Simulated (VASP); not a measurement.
Input:

```yaml
crystal:
  lattice:
    - [4.18793, 0.00000, 0.00000]
    - [-2.09396, 3.62685, 0.00000]
    - [0.00000, 0.00000, 4.80923]
  atoms:
    - { symbol: Mo, position: [0.33333, 0.66667, 0.93749] }
    - { symbol: Mo, position: [0.66667, 0.33333, 0.43749] }
    - { symbol: Si, position: [0.33333, 0.66667, 0.43751] }
    - { symbol: Si, position: [0.66667, 0.33333, 0.93751] }
```

Calculation: PBEsol GGA, VASP's PBE PAW potentials (set 64) (plane waves; VASP). Numerical set-up: 400 eV cut-off, Gaussian smearing of 0.050 eV, potentials Mo_sv Si.

Give the energies of bands 11 to 21 at the high-symmetry points, in eV from the Fermi level.

```
band      Γ      M      K      A      L      H
----  -----  -----  -----  -----  -----  -----
11    -3.12  -4.11  -3.29  -3.65  -5.00  -4.93
12    -3.12  -3.15  -3.07  -3.65  -5.00  -4.93
13    -3.01  -2.52  -2.62  -3.65  -2.93  -3.30
14    -3.01  -2.43  -2.62  -3.65  -2.93  -3.30
15    -2.55  -2.25  -2.54  -3.61  -2.75  -2.53
16    -1.93  -2.18  -2.54  -3.61  -2.75  -2.53
17    -1.93  -1.06  -1.72   0.41  -0.51  -1.26
18    -1.08  -0.83  -0.37   0.41  -0.51  -1.26
19     0.62   0.31   0.26   0.41  -0.07   1.07
20     0.62   0.38   0.26   0.41  -0.07   1.07
21     3.27   1.30   1.34   4.13   1.89   2.03
```

It has no gap at this level: it comes out as a metal or semimetal.

The structure was generated: MoSi was put into the wurtzite type (P6_3mc), which need not be its known phase. It was relaxed first, which changed the volume by -36 %. The relaxed cell has space group P6_3/mmc.
